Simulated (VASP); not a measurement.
Runs of VASP 6.6.1 on NiMoIrPdW. The structure is trigonal, space group P3m1 (No. 156). The conventional cell has a = 4.117 Å, b = 4.117 Å, c = 5.446 Å, α = 90.00°, β = 90.00°, γ = 120.00°. Ni (site symmetry 3m) has 3 Mo at 2.38 Å and 3 Ir at 2.69 Å as nearest neighbours. Mo (site symmetry 3m) is surrounded by 3 Ni at 2.38 Å and 3 Ir at 2.70 Å and 2 Pd at 2.72 to 2.73 Å. Pd (site symmetry 3m) has 3 W at 2.68 Å and 2 Mo at 2.72 to 2.73 Å and 3 Ir at 2.77 Å as nearest neighbours. Around Ir (site symmetry 3m) lie 2 W at 2.66 to 2.78 Å and 3 Ni at 2.69 Å and 3 Mo at 2.70 Å and 3 Pd at 2.77 Å. W (site symmetry 3m) has 2 Ir at 2.66 to 2.78 Å and 3 Pd at 2.68 Å and 3 Mo at 2.81 Å and 3 Ni at 2.82 Å as nearest neighbours. The cell was built by a generator and needn't be a form met in nature.

```csv
task,level,potentials or basis,cell,cutoff (eV),by perturbation theory,gap on the mesh (eV),pressure (GPa),moment (μB),relaxed volume (Å³/atom),largest force (eV/Å)
relaxation of cell and atoms,PBE+D3(BJ),"VASP PAW PBE potentials, release 64 (Ni, Mo_sv, Pd, Ir, W_sv)",relaxed,600,-,none,0.0,0.00,(a),0.01
relaxation of cell and atoms,PBE,"VASP PAW PBE potentials, release 64 (Ni, Mo_sv, Pd, Ir, W_sv)",relaxed,600,-,none,0.0,0.00,16.00,0.01
relaxation of cell and atoms,PBE+D2,"VASP PAW PBE potentials, release 64 (Ni, Mo_sv, Pd, Ir, W_sv)",relaxed,600,-,none,0.0,0.00,15.04,0.01
relaxation of cell and atoms,BLYP,"VASP PAW PBE potentials, release 64 (Ni, Mo_sv, Pd, Ir, W_sv)",relaxed,600,-,none,0.0,0.00,(b),0.01
relaxation of cell and atoms,vdW-DF-cx,"VASP PAW PBE potentials, release 64 (Ni, Mo_sv, Pd, Ir, W_sv)",relaxed,600,-,none,-0.1,0.00,15.55,0.02
electric field gradients,PBE,"VASP PAW PBE potentials, release 64 (Ni, Mo_sv, Pd, Ir, W_sv)",as given,520,-,none,0.2,0.00,-,0.04
relaxation of cell and atoms,PBE+D3,"VASP PAW PBE potentials, release 64 (Ni, Mo_sv, Pd, Ir, W_sv)",relaxed,600,-,none,-0.1,0.00,15.47,0.02
relaxation of cell and atoms,LDA,"VASP PAW LDA potentials, release 64 (Ni, Mo_sv, Pd, Ir, W_sv)",relaxed,600,-,none,0.0,0.00,15.18,0.01
phonons,PBE,"VASP PAW PBE potentials, release 64 (Ni, Mo_sv, Pd, Ir, W_sv)",relaxed,600,no,-,-,0.00,-,-
relaxation of cell and atoms,PBE+D4,"VASP PAW PBE potentials, release 64 (Ni, Mo_sv, Pd, Ir, W_sv)",relaxed,600,-,none,-0.1,0.00,15.61,0.01
relaxation of cell and atoms,PBE+rVV10,"VASP PAW PBE potentials, release 64 (Ni, Mo_sv, Pd, Ir, W_sv)",relaxed,600,-,none,0.0,0.00,15.85,0.01
```

Alike in all rows: spin collinear, ferromagnetic start; k mesh 8 × 8 × 5; smearing fermi-dirac 0.05 eV.

Question: Fill in the values left out.

Answer: (a) 15.58; (b) 16.79.

Caveats: pairwise dispersion overbinds metals, which lowers pressure and volume (some runs); the PAW data sets were made with another functional, which shifts forces and pressure a little (some runs); atom-pairwise D2, TS and ULG terms overbind metals (some runs).

A k mesh can miss the band edges, and the runs leave out spin-orbit coupling on Ir, Mo, Pd, W.

A gap of «none» marks a metal or a gap under the smearing width.

Not every run made on this cell is shown here.
